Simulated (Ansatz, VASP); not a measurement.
# Two plane-wave programs on K3Pd

```
Pd K
1.0
     5.44501    0.00000    0.00000
     0.00000    5.44501    0.00000
     0.00000    0.00000    5.44501
Pd K
1 3
Direct
  0.00000 0.00000 0.00000
  0.00000 0.50000 0.50000
  0.50000 0.00000 0.50000
  0.50000 0.50000 0.00000
```

The cell comes from a database or a generator and needn't be the stable form of this composition.

Alike in both runs: task single point; functional BLYP; dispersion D3(BJ); k mesh 4 × 4 × 4; occupations tetrahedron; spin-orbit coupling, no magnetisation.

|  | VASP | Ansatz |
| --- | --- | --- |
| version | VASP 6.6.1 | Ansatz 0.2.0 |
| potentials or method | VASP PAW PBE potentials, release 64 (Pd, K_pv) | Ansatz PAW |
| plane-wave cutoff (eV) | 500 | 420 |
| valence electrons in the cell | 31 | 45 |

|  | VASP | Ansatz | Ansatz less VASP |
| --- | --- | --- | --- |
| gap on the k mesh at the Fermi level (eV) | none | none | - |
| pressure (GPa) | -1.6 | -1.7 | -0.08 |
| dispersion energy (meV/atom) | -516.7 | -516.7 | -0.07 |

A gap of «none» marks a metal or a gap that the smearing closes. The functional is the same, so the differences come from potentials, cutoffs and numerics. The two sets of potentials don't hold the same shells in valence.

Caveats: the PAW data sets were made with another functional, which shifts forces and pressure a little (VASP); pairwise dispersion overbinds metals, which lowers pressure and volume (Ansatz); the PAW data sets come from PBE, with cores solved anew for the run's functional, which leaves a small shift of forces and pressure (Ansatz); with tetrahedron occupations forces and stress needn't match the slope of the energy (Ansatz).
